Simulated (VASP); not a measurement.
Energy against volume of YN (rock salt). Method: optB86b-vdW, VASP's PBE PAW potentials (set 64) (plane waves; VASP 6.6.1). Numerical set-up: 520 eV cut-off, 9×9×9 Γ-centred mesh, Gaussian smearing of 0.050 eV, potentials Y_sv N.

| V (Å³/atom) | E (eV/atom) |
|---|---|
| 14.091 | -7.42298 |
| 14.527 | -7.43025 |
| 14.963 | -7.42380 |
| 15.398 | -7.40562 |

Question: Fit these four points and predict the energy of the run at 13.655 Å³/atom.

Answer: A cubic in V^(−2/3), the third-order Birch-Murnaghan form, passes through the four points with V0 = 14.53 Å³/atom and B0 = 168 GPa, and gives -7.3997 eV/atom there. The run gave -7.3997 eV/atom, +0.0 meV/atom from the fit; all five points give B0 = 168 GPa.

The compound is YN in the rock salt structure. The cell was not relaxed at this level.
